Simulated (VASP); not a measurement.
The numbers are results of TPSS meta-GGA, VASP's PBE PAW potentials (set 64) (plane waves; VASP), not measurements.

The input files of a VASP run:

INCAR:
```
ALGO  =  Normal
EDIFF  =  1E-7
ENCUT  =  520
ISIF  =  2
ISMEAR  =  1
LASPH  =  T
LCHARG  =  F
LMAXMIX  =  4
LMIXTAU  =  T
LREAL  =  F
LWAVE  =  F
METAGGA  =  TPSS
NELM  =  100
PREC  =  Accurate
SIGMA  =  0.1
SYSTEM  =  CoSi2
```

KPOINTS:
```
K-points
0
Gamma
10 10 10
```

**POSCAR**
```
CoSi2
1
    0.0000000000     2.6052808760     2.6052808760
    2.6052808760     0.0000000000     2.6052808760
    2.6052808760     2.6052808760     0.0000000000
Co Si
1 2
Direct
  0.0000000000   0.0000000000   0.0000000000
  0.2500000000   0.2500000000   0.2500000000
  0.7500000000   0.7500000000   0.7500000000
```

POTCAR, in this order: Co Si (PBE.64 set). Program: vasp_std.

The run wrote:

OSZICAR:
```
       N       E                     dE             d eps       ncg     rms          rms(c)
DAV:   1     0.102750704353E+03    0.10275E+03   -0.88039E+03  1136   0.181E+03
DAV:   2    -0.836586128064E+01   -0.11112E+03   -0.10470E+03  1256   0.387E+02
DAV:   3    -0.151717050770E+02   -0.68058E+01   -0.66446E+01  1440   0.117E+02
DAV:   4    -0.154116013131E+02   -0.23990E+00   -0.23900E+00  1628   0.230E+01
DAV:   5    -0.154205187093E+02   -0.89174E-02   -0.89158E-02  1656   0.416E+00    0.107E+01
DAV:   6    -0.372657292049E+02   -0.21845E+02   -0.44107E+01  1152   0.800E+01    0.145E+01
DAV:   7    -0.373207136984E+02   -0.54984E-01   -0.90512E-01  1448   0.767E+00    0.145E+01
DAV:   8    -0.366897585786E+02    0.63096E+00   -0.39468E-01  1184   0.892E+00    0.155E+01
DAV:   9    -0.377690361848E+02   -0.10793E+01   -0.58105E+00  1648   0.366E+01    0.297E+01
DAV:  10    -0.375705464539E+02    0.19849E+00   -0.88445E-01  1136   0.165E+01    0.292E+01
DAV:  11    -0.371507999242E+02    0.41975E+00   -0.23158E+00  1260   0.286E+01    0.247E+01
DAV:  12    -0.346245168909E+02    0.25263E+01   -0.24171E+00  1472   0.284E+01    0.183E+01
DAV:  13    -0.345726254339E+02    0.51891E-01   -0.97200E-01  1128   0.185E+01    0.143E+01
DAV:  14    -0.351528234059E+02   -0.58020E+00   -0.94208E+00  1548   0.609E+01    0.716E+00
DAV:  15    -0.352311973387E+02   -0.78374E-01   -0.45958E-01  1196   0.705E+00    0.816E+00
DAV:  16    -0.356358819375E+02   -0.40468E+00   -0.97134E-02  1312   0.641E+00    0.872E+00
DAV:  17    -0.357683816504E+02   -0.13250E+00   -0.27846E+00  1536   0.361E+01    0.482E+00
DAV:  18    -0.357990141683E+02   -0.30633E-01   -0.32519E-01  1532   0.113E+01    0.113E+01
DAV:  19    -0.358371243663E+02   -0.38110E-01   -0.11162E-01  1596   0.664E+00    0.111E+01
DAV:  20    -0.357600797483E+02    0.77045E-01   -0.35297E-01  1512   0.117E+01    0.206E+00
DAV:  21    -0.357764816796E+02   -0.16402E-01   -0.25875E-02  1552   0.179E+00    0.134E+00
DAV:  22    -0.357758042151E+02    0.67746E-03   -0.20332E-02  1500   0.268E+00    0.557E-01
DAV:  23    -0.357787033486E+02   -0.28991E-02   -0.35973E-02  1652   0.374E+00    0.102E+00
DAV:  24    -0.357791173777E+02   -0.41403E-03   -0.39255E-03  1552   0.121E+00    0.682E-01
DAV:  25    -0.357794453074E+02   -0.32793E-03   -0.34383E-04  1444   0.312E-01    0.485E-01
DAV:  26    -0.357794155397E+02    0.29768E-04   -0.22725E-03  1512   0.102E+00    0.210E-01
DAV:  27    -0.357796632429E+02   -0.24770E-03   -0.23504E-04  1128   0.236E-01    0.161E-01
DAV:  28    -0.357797150808E+02   -0.51838E-04   -0.10986E-04  1400   0.206E-01    0.525E-02
DAV:  29    -0.357797167933E+02   -0.17125E-05   -0.47655E-05  1304   0.147E-01    0.297E-02
DAV:  30    -0.357797080247E+02    0.87686E-05   -0.15932E-05  1668   0.724E-02    0.158E-02
DAV:  31    -0.357797064579E+02    0.15669E-05   -0.13908E-05  1532   0.789E-02    0.386E-03
DAV:  32    -0.357797070622E+02   -0.60435E-06   -0.14456E-06  1628   0.233E-02    0.176E-03
DAV:  33    -0.357797070713E+02   -0.91286E-08   -0.46832E-08   648   0.314E-03
   1 F= -.35779707E+02 E0= -.35779843E+02  d E =0.407288E-03
```

### OUTCAR
```
------------------------ aborting loop because EDIFF is reached ----------------------------------------
  FORCE on cell =-STRESS in cart. coord.  units (eV):
  Direction    XX          YY          ZZ          XY          YZ          ZX
  --------------------------------------------------------------------------------------
  Total        3.0226329      3.0226329      3.0226329      0.0000000      0.0000000     -0.0000000
  in kB      136.9311779    136.9311779    136.9311779      0.0000000      0.0000000     -0.0000000
  external PRESSURE =     136.9311779 kB  Pullay stress =       0.0000000 kB
  volume of cell :       35.37
      direct lattice vectors                 reciprocal lattice vectors
     0.000000000  2.605280876  2.605280876    -0.191917887  0.191917887  0.191917887
     2.605280876  0.000000000  2.605280876     0.191917887 -0.191917887  0.191917887
     2.605280876  2.605280876  0.000000000     0.191917887  0.191917887 -0.191917887
 POSITION                                       TOTAL-FORCE (eV/Angst)
 -----------------------------------------------------------------------------------
      0.00000      0.00000      0.00000        -0.000000     -0.000000      0.000000
      1.30264      1.30264      1.30264        -0.000000     -0.000000     -0.000000
      3.90792      3.90792      3.90792         0.000000      0.000000      0.000000
 -----------------------------------------------------------------------------------
    total drift:                               -0.000000      0.000000      0.000000
  FREE ENERGIE OF THE ION-ELECTRON SYSTEM (eV)
  ---------------------------------------------------
  free  energy   TOTEN  =       -35.7797070713 eV

  energy  without entropy=      -35.7801143598  energy(sigma->0) =      -35.77984283
```
(Selected blocks of OUTCAR.)

The compound is CoSi2 in the fluorite structure. This cell is one point of a volume scan, at 0.94 of the reference volume. The run is not spin-polarised, so no magnetic state was tried. The electron count is odd and the run is not spin-polarised, which forces a metal.
